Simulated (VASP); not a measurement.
Here is the system:

```xyz
2
Lattice="0.0000 2.2762 2.2762 2.2762 0.0000 2.2762 2.2762 2.2762 0.0000" Properties=species:S:1:pos:R:3 pbc="T T T"
B      0.0000     0.0000     0.0000
P      1.1381     1.1381     1.1381
```

Level of theory: optB88-vdW, VASP's PBE PAW potentials (set 64) (plane waves; VASP). Settings: 520 eV cut-off, 10×10×10 Γ-centred mesh, Gaussian smearing of 0.050 eV, potentials B P.

**Question.** The job: BP (zinc blende), 2 atoms, optB88-vdW, static run, 520 eV, 10×10×10 Γ-centred mesh. Roughly how much core time does it take on a busy server core?

**Answer.** About 20 core-seconds (one run on a shared machine, a rough figure). It had 47 irreducible k-points, 8 bands, up to 647 plane waves and 15 electronic steps.

The compound is BP in the zinc blende structure. It was relaxed first.
